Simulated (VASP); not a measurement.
**Ge: single point with PBE**

**Measured values to compare with.**

“Electronic and optical properties of SixGe1-x-ySny alloys lattice-matched to Ge”, 2021, arxiv:2109.02782 reports, for a bulk crystal of Ge at 293 K: band gap 0.666 eV (indirect).

Ge:

```
CELL_PARAMETERS angstrom
0.00000 2.82891 2.82891
2.82891 0.00000 2.82891
2.82891 2.82891 0.00000
ATOMIC_POSITIONS crystal
Ge 0.00000 0.00000 0.00000
Ge 0.25000 0.25000 0.25000
```

```
Program                : VASP 6.6.1
Task                   : single point
Functional             : PBE
Potentials or basis    : VASP PAW PBE potentials, release 64 (Ge_d)
Cutoff                 : 700 eV
k mesh                 : 8 × 8 × 8
Occupations            : gaussian, width 0.02 eV
Spin                   : no spin polarisation
Further INCAR settings : ALGO = Normal; EDIFF = 1e-07; NBANDS = 21
```

```json
{
 "Pressure": "3.5 GPa",
 "Band gap on the k mesh": "0.03 eV, direct"
}
```

Levels at points of the mesh, in eV from the valence-band top:
```tsv
k point	band 10	band 11	band 12	band 13	band 14	band 15	band 16	band 17	band 18	band 19
(0.00, 0.00, 0.00)	-24.56	-12.77	0.00	0.00	0.00	0.03	2.55	2.55	2.55	6.43
(0.50, 0.00, 0.00)	-24.53	-10.68	-7.60	-1.41	-1.41	0.18	3.75	3.75	7.13	10.57
(0.50, 0.50, 0.00)	-24.52	-8.89	-8.89	-3.07	-3.07	0.75	0.75	9.52	9.52	11.61
```

Run time: 43 s on 1 thread of AMD EPYC 7R13 Processor (Zen 3) (shared host), peak memory 0.18 GiB.

Measured gap of Ge: 0.666 eV (indirect; 293 K; “Electronic and optical properties of SixGe1-x-ySny alloys lattice-matched to Ge”, 2021, arxiv:2109.02782). This calculation gives 0.03 eV (-0.63 eV). 3 values of this kind are on record (0.666 to 0.807 eV); this one was drawn at random among those near their median. Spin-orbit coupling on Ge is left out. The value is that of PBE on a finite k mesh, which can miss the band edges, without temperature or zero-point motion. Semilocal functionals fall short of measured gaps as a rule.
